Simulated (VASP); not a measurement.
A convergence study with VASP on AgI (zinc blende): one setting is varied, all else stays as given below, so the limit is that of these other settings.

```
AgI
1.0
    0.00000     3.25000     3.25000
    3.25000     0.00000     3.25000
    3.25000     3.25000     0.00000
Ag I
1 1
Direct
  0.00000   0.00000   0.00000
  0.25000   0.25000   0.25000
```

Level of theory: PBE GGA, VASP's PBE PAW potentials (set 64) (plane waves; VASP). The tightest run used: 550 eV cut-off, 16×16×16 Γ-centred mesh, Gaussian smearing of 0.050 eV, potentials Ag I.

Q: The settings run are 1×1×1 mesh; 2×2×2 mesh; 3×3×3 mesh; 5×5×5 mesh; 7×7×7 mesh; 9×9×9 mesh; 10×10×10 mesh; 11×11×11 mesh; 12×12×12 mesh; 13×13×13 mesh; 15×15×15 mesh; 16×16×16 mesh. From which on does the stress (every component) stay within 0.5 GPa of the tightest run?

A: From 5×5×5 mesh on: it is off by 0.04 there and by no more than 0.5 in any finer run, while 3×3×3 mesh is off by 0.62.
```json
[
 {"setting": "1×1×1 mesh", "E (eV/atom)": "1.8771", "pressure (GPa)": "33.28", "irreducible k-points": "1", "difference judged (GPa)": "31.58"},
 {"setting": "2×2×2 mesh", "E (eV/atom)": "-2.0724", "pressure (GPa)": "4.57", "irreducible k-points": "3", "difference judged (GPa)": "2.87"},
 {"setting": "3×3×3 mesh", "E (eV/atom)": "-2.3368", "pressure (GPa)": "2.31", "irreducible k-points": "4", "difference judged (GPa)": "0.62"},
 {"setting": "5×5×5 mesh", "E (eV/atom)": "-2.3835", "pressure (GPa)": "1.74", "irreducible k-points": "10", "difference judged (GPa)": "0.04"},
 {"setting": "7×7×7 mesh", "E (eV/atom)": "-2.3855", "pressure (GPa)": "1.70", "irreducible k-points": "20", "difference judged (GPa)": "0.00"},
 {"setting": "9×9×9 mesh", "E (eV/atom)": "-2.3857", "pressure (GPa)": "1.70", "irreducible k-points": "35", "difference judged (GPa)": "0.00"},
 {"setting": "10×10×10 mesh", "E (eV/atom)": "-2.3857", "pressure (GPa)": "1.70", "irreducible k-points": "47", "difference judged (GPa)": "0.00"},
 {"setting": "11×11×11 mesh", "E (eV/atom)": "-2.3857", "pressure (GPa)": "1.70", "irreducible k-points": "56", "difference judged (GPa)": "0.00"},
 {"setting": "12×12×12 mesh", "E (eV/atom)": "-2.3857", "pressure (GPa)": "1.70", "irreducible k-points": "72", "difference judged (GPa)": "0.00"},
 {"setting": "13×13×13 mesh", "E (eV/atom)": "-2.3857", "pressure (GPa)": "1.70", "irreducible k-points": "84", "difference judged (GPa)": "0.00"},
 {"setting": "15×15×15 mesh", "E (eV/atom)": "-2.3857", "pressure (GPa)": "1.70", "irreducible k-points": "120", "difference judged (GPa)": "0.00"},
 {"setting": "16×16×16 mesh", "E (eV/atom)": "-2.3857", "pressure (GPa)": "1.70", "irreducible k-points": "145", "difference judged (GPa)": "0.00"}
]
```

Left out are rungs that failed or repeat a setting and relaxations that didn't move; long series are thinned to 24 rows.

The compound is AgI in the zinc blende structure, whereas wurtzite is the usual form. The cell was not relaxed at this level.
